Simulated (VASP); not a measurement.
A convergence study with VASP on InAs (zinc blende): one setting is varied, all else stays as given below, so the limit is that of these other settings.

```
CELL_PARAMETERS angstrom
      0.00000     3.03000     3.03000
      3.03000     0.00000     3.03000
      3.03000     3.03000     0.00000
ATOMIC_POSITIONS crystal
  In 0.00000 0.00000 0.00000
  As 0.25000 0.25000 0.25000
```

Calculation: PBE GGA, VASP's PBE PAW potentials (set 64) (plane waves; VASP 6.6.1). The tightest run used: 550 eV cut-off, 13×13×13 Monkhorst-Pack mesh, Gaussian smearing of 0.050 eV, potentials In_d As.

Task: The settings run are 1×1×1 mesh; 2×2×2 mesh; 3×3×3 mesh; 4×4×4 mesh; 5×5×5 mesh; 6×6×6 mesh; 7×7×7 mesh; 8×8×8 mesh; 9×9×9 mesh; 10×10×10 mesh; 11×11×11 mesh; 12×12×12 mesh; 13×13×13 mesh. From which on does the energy per atom stay within 0.005 eV/atom of the tightest run?

Result: From 6×6×6 mesh on: it is off by 0.0000 there and by no more than 0.005 in any finer run, while 5×5×5 mesh is off by 0.0241.
| setting | E (eV/atom) | pressure (GPa) | irreducible k-points | difference judged (eV/atom) |
|---|---|---|---|---|
| 1×1×1 mesh | 3.4221 | 67.88 | 1 | 7.2628 |
| 2×2×2 mesh | -3.7772 | 3.78 | 2 | 0.0635 |
| 3×3×3 mesh | -3.6123 | 5.38 | 4 | 0.2284 |
| 4×4×4 mesh | -3.8392 | 3.54 | 10 | 0.0015 |
| 5×5×5 mesh | -3.8166 | 3.76 | 10 | 0.0241 |
| 6×6×6 mesh | -3.8407 | 3.54 | 28 | 0.0000 |
| 7×7×7 mesh | -3.8366 | 3.59 | 20 | 0.0041 |
| 8×8×8 mesh | -3.8408 | 3.55 | 60 | 0.0001 |
| 9×9×9 mesh | -3.8398 | 3.56 | 35 | 0.0009 |
| 10×10×10 mesh | -3.8408 | 3.55 | 110 | 0.0001 |
| 11×11×11 mesh | -3.8405 | 3.56 | 56 | 0.0002 |
| 12×12×12 mesh | -3.8408 | 3.55 | 182 | 0.0001 |
| 13×13×13 mesh | -3.8407 | 3.55 | 84 | 0.0000 |

Left out are rungs that failed or repeat a setting and relaxations that didn't move; long series are thinned to 24 rows.

The compound is InAs in the zinc blende structure. The cell was not relaxed at this level.
